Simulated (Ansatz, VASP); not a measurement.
# SnO2 (1T-SnO2 monolayer) in two plane-wave programs, part 2 of 2

Aim: how closely do two programs agree when they are given the same cell, functional and k mesh? Of the first pair: The structure shown is the start of the Ansatz relaxation below; VASP solves that cell, so the two are compared at the walk's first step.

VASP 6.6.1 and Ansatz 0.2.0.

So far. Step 4 (Comparison): The forces differ by 29 meV/Å r.m.s., which is 3.5 % of the r.m.s. force of 0.832 eV/Å (both taken over all components). With vacuum in the cell, a pressure given here is an average over mostly empty space and none of the material.

### 5. Ansatz: relaxation, PBE with D3(BJ)

Level of this step: Ansatz beside VASP: Kohn-Sham DFT, plane waves, PBE with D3(BJ) (Ansatz).

This run makes the geometry at which the two programs are then compared.

The structure compared here is the end of the Ansatz relaxation.

Contents of input.yaml:

```yaml
crystal:
  lattice:
    - [3.22, 0.0, 0.0]
    - [-1.61, 2.7886018002, 0.0]
    - [0.0, 0.0, 34.5888543835]
  atoms:
    - { symbol: O, position: [0.6666666667, 0.3333333333, 0.4741411733] }
    - { symbol: Sn, position: [0.0, 0.0, 0.5] }
    - { symbol: O, position: [0.3333333333, 0.6666666667, 0.5258588267] }
  periodic: [true, true, false]
kpoints:
  mp_grid: { grid: [12, 12, 1] }
hamiltonian:
  xc: pbe
  dispersion: d3bj
  pseudopotentials: { kind: paw, azcp: { folder: soft_1 } }
scf:
  occupations: { method: fermi_dirac, width: 0.05 }
  convergence: { dr2_threshold: 1.0e-09 }
relax:
  f_tol: 0.004
  max_steps: 90
  cell: {}
output:
  write_potential: true
  write_density: true
  volumetric_format: npy
```

Started as:

```
$ ansatz run input.yaml --threads 2 --pin off --max-ram 3072MiB --backend cpu --events-out ev --progress --plain --runs-dir out
```

Numbers of over 12 decimals in the logs are rounded to 6 here.

The program printed:

```text
[...]
Crystal: 3 atoms, lattice volume = 310.584 Å³
Basis set: ecut = 420 eV, 6175 PW (Γ), exchange–correlation on 48×48×480 points (8 copies of the dense FFT grid, shifted against one another)
Bands: 17, of which v1, the nominal top of the filled ones, is band 13 counted from 1 (12 counted from 0)
Symmetry: 12 space group operations
[...]
k-point 18: bands = [... 9 lower, -11.8451, -10.8893, -8.4968, -8.4968, -2.0298, 1.5724, 1.9768, 1.9768]
--- Relaxed structure (4 steps of the walk, 4 accepted, 1 SCFs on fresh bases) ---
[...]
cell:  # Å, volume = 309.6408 Å³
    - [3.215109, 0, 0]
    - [-1.607555, 2.784366, 0]
    - [0, 0, 34.5888543835]
  atoms:
    - { symbol: O, position: [0.666667, 0.333333, 0.470647] }
    - { symbol: Sn, position: [0, 0, 0.500000] }
    - { symbol: O, position: [0.333333, 0.666667, 0.529353] }
[key lines of the parts left out:]
SCF converged after 4 iterations
Free energy (F): -7158.963991 eV
Fermi energy:    -6.919227 eV
P = ½ c Tr σ = 0.0108 N/m
```

### 6. VASP: single point, PBE with D3(BJ), relaxed cell, pair 2

The same cell, functional, mesh and smearing now go to VASP, with its own data sets.

Contents of INCAR:

```
SYSTEM = SnO2
PREC = Accurate
ENCUT = 520
EDIFF = 1E-06
NELM = 120
ISMEAR = -1
SIGMA = 0.05
LREAL = .FALSE.
ALGO = Normal
GGA = PE
IVDW = 12
NBANDS = 19
LORBIT = 11
LWAVE = .FALSE.
LCHARG = .FALSE.
ISIF = 2
LDIPOL = .TRUE.
IDIPOL = 3
DIPOL = 0.5 0.5 0.5
LVHAR = .TRUE.
LASPH = .TRUE.
GGA_COMPAT = .FALSE.
EFERMI = MIDGAP
NELMDL = -8
```

Contents of POSCAR:

```
SnO2
1.0
    3.2151091159      0.0000000000      0.0000000000
   -1.6075545580      2.7843661703      0.0000000000
    0.0000000000      0.0000000000     34.5888543835
O Sn
2 1
Direct
    0.6666666667      0.3333333333      0.4706470079
    0.3333333333      0.6666666667      0.5293529921
    0.0000000000      0.0000000000      0.5000000000
```

Contents of KPOINTS:

```
Automatic mesh
0
Gamma
12 12 1
0 0 0
```

The projector-augmented-wave data sets are O and Sn_d (PBE family, release 64).

Started as:

```
$ mpirun -np 1 vasp_std
```

The program printed:

```text
[... set-up lines as in an earlier step ...]
 entering main loop
       N       E                     dE             d eps       ncg     rms          rms(c)
DAV:   1     0.235629939480E+03    0.23563E+03   -0.11163E+04   890   0.106E+03
DAV:   2     0.200138281600E+02   -0.21562E+03   -0.20460E+03   973   0.257E+02
DAV:   3    -0.201250841576E+02   -0.40139E+02   -0.39215E+02   957   0.129E+02
DAV:   4    -0.211632828634E+02   -0.10382E+01   -0.10376E+01   981   0.237E+01
[...]
DAV:  22    -0.181800067879E+02   -0.19384E-05   -0.26331E-08   895   0.148E-03    0.175E-04
DAV:  23    -0.181800081541E+02   -0.13662E-05   -0.10747E-08   789   0.842E-04    0.438E-05
DAV:  24    -0.181800084217E+02   -0.26769E-06   -0.20641E-09   856   0.452E-04
   1 F= -.18531303E+02 E0= -.18531303E+02  d E =-.211692E-11
```

Parts of OUTCAR (step 6):

```text
 Edisp (eV)   -0.35129

  Total       0.22283     0.22283     0.06698    -0.00000     0.00000    -0.00000
  in kB       1.15300     1.15300     0.34655    -0.00000     0.00000    -0.00000
  external pressure =        0.88 kB  Pullay stress =        0.00 kB

 POSITION                                       TOTAL-FORCE (eV/Angst)
 -----------------------------------------------------------------------------------
      1.60755      0.92812     16.27914        -0.000000      0.000000     -0.060595
     -0.00000      1.85624     18.30971         0.000000     -0.000000      0.060595
      0.00000      0.00000     17.29443         0.000000      0.000000      0.000000
 -----------------------------------------------------------------------------------
    total drift:                                0.000000      0.000000      0.000000

  FREE ENERGIE OF THE ION-ELECTRON SYSTEM (eV)
  ---------------------------------------------------
  free  energy   TOTEN  =       -18.5313030616 eV

  energy  without entropy=      -18.5313030616  energy(sigma->0) =      -18.53130306

[... 1 part as in an earlier step ...]

[... 2 further parts left out ...]
[key lines of the parts left out:]
E-fermi :  -5.4123
```

### 7. Differences

Both answers:

| quantity | Ansatz | VASP | difference |
| --- | --- | --- | --- |
| gap on the k mesh (eV) | 2.682 | 2.659 | +0.022 |

Forces (eV/Å; atoms numbered as in POSCAR):

| atom | Ansatz x, y, z | VASP x, y, z |
| --- | --- | --- |
| O1 | 0.000, 0.000, -0.004 | 0.000, 0.000, -0.061 |
| O2 | 0.000, 0.000, 0.004 | 0.000, 0.000, 0.061 |
| Sn3 | 0.000, 0.000, 0.000 | 0.000, 0.000, 0.000 |

The forces differ by 27 meV/Å r.m.s., where the r.m.s. force is 0.002 eV/Å in Ansatz and 0.029 eV/Å in VASP: the atoms lie near their places of rest in Ansatz, so a percentage would say little (all taken over all components). A gap on the mesh is an upper bound, since the band edges may lie between its points. With vacuum in the cell, a pressure given here is an average over mostly empty space and none of the material.

### 8. What came out

```json
{
 "r.m.s. force difference (single point, PBE with D3(BJ), start cell, pair 1)": "3.5 % of the r.m.s. force",
 "r.m.s. force difference (single point, PBE with D3(BJ), relaxed cell, pair 2)": "27 meV/Å"
}
```

What this shows: The r.m.s. force difference is 27 meV/Å (single point, PBE with D3(BJ), relaxed cell, pair 2), beyond the 12 meV/Å picked in this series as the mark of a large difference. What causes the difference of the single point, PBE with D3(BJ), start cell, pair 1 pair stays open here. What causes the difference of the single point, PBE with D3(BJ), relaxed cell, pair 2 pair stays open here. How closely two codes agree says nothing of how well the functional describes the real material.

[Lines on the potential files, build, host, timing and source positions are cut from VASP's logs without a mark.]

[Logs are printed without paths, hosts, clocks, repeated set-up lines and the standing remarks that a program may print on its own settings, such as how far it seeks lower states.]

[Hosts, paths, dates, database ids (printed as entryN), source tags and the programs' standing remarks are cut or masked in the printed files.]
